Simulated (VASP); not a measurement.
Here is the system:

```
CELL_PARAMETERS angstrom
     11.52221     0.00000     0.00000
      0.00000    11.52221     0.00000
      0.00000     0.00000    11.52221
ATOMIC_POSITIONS crystal
  Ga 0.49980 0.00058 0.00038
  Ga 0.75005 0.24984 0.00013
  Ga 0.74986 0.00012 0.24978
  Ga 0.00008 0.99998 0.99992
  Ga 0.25022 0.24963 0.00019
  Ga 0.49996 0.50025 0.99990
  Ga 0.75027 0.74937 0.00041
  Ga 0.25033 0.00042 0.24986
  Ga 0.50246 0.25306 0.25270
  Ga 0.74577 0.49597 0.25358
  Ga 0.49969 0.00007 0.49983
  Ga 0.74618 0.25236 0.49658
  Ga 0.75030 0.00017 0.74972
  Ga 0.99928 0.50024 0.00045
  Ga 0.24996 0.75010 0.99991
  Ga 0.99976 0.25012 0.24988
  Ga 0.24971 0.49997 0.24981
  Ga 0.50015 0.75006 0.24972
  Ga 0.99955 0.00039 0.50034
  Ga 0.25012 0.24985 0.49997
  Ga 0.50202 0.49733 0.49685
  Ga 0.75007 0.74940 0.49985
  Ga 0.24993 0.99999 0.75007
  Ga 0.49992 0.25020 0.74982
  Ga 0.74999 0.49970 0.74920
  Ga 0.99909 0.74918 0.25001
  Ga 0.99912 0.49989 0.49996
  Ga 0.25001 0.74980 0.50040
  Ga 0.99919 0.25002 0.74917
  Ga 0.25016 0.50018 0.74966
  Ga 0.49994 0.74952 0.74941
  Ga 0.00005 0.75003 0.75004
  As 0.62478 0.12585 0.12577
  As 0.87385 0.37517 0.12599
  As 0.87411 0.12575 0.37497
  As 0.12496 0.12497 0.12504
  As 0.37555 0.37501 0.12550
  As 0.62513 0.62402 0.12590
  As 0.87499 0.87495 0.12502
  As 0.37565 0.12574 0.37480
  As 0.87360 0.62362 0.37462
  As 0.62485 0.12555 0.62431
  As 0.87371 0.37453 0.62369
  As 0.87503 0.12506 0.87498
  As 0.12488 0.62509 0.12499
  As 0.37495 0.87507 0.12495
  As 0.12486 0.37503 0.37509
  As 0.37547 0.62451 0.37484
  As 0.62504 0.87497 0.37500
  As 0.12499 0.12509 0.62498
  As 0.37557 0.37512 0.62422
  As 0.62475 0.62405 0.62398
  As 0.87494 0.87477 0.62489
  As 0.37504 0.12502 0.87495
  As 0.62507 0.37505 0.87496
  As 0.87487 0.62484 0.87475
  As 0.12478 0.87492 0.37486
  As 0.12471 0.62485 0.62492
  As 0.37500 0.87500 0.62500
  As 0.12474 0.37499 0.87502
  As 0.37497 0.62507 0.87492
  As 0.62490 0.87489 0.87514
  As 0.12503 0.87500 0.87506
  P  0.62378 0.37450 0.37537
```

Computed with HSE06 screened hybrid, VASP's PBE PAW potentials (set 64) (plane waves; VASP). Numerical set-up: PREC = Normal, LREAL = Auto, ISYM = 0, EDIFF = 1E-5, 400 eV cut-off, 1×1×1 Γ-centred mesh, Gaussian smearing of 0.050 eV, potentials Ga As P.

The supercell is sampled at Γ alone, which is coarse: total energies, pressure and levels can be off, energies of defects by several tenths of an eV.

Problem. Estimate the energy per atom (σ→0).

Solution. 
energy per atom (σ→0): -4.889 eV/atom

The cell is a supercell with a defect, built from GaAs (zinc blende): P_As. The cell's shape comes from a PBE relaxation. The run is not spin-polarised, so no state with unpaired spins was tried.
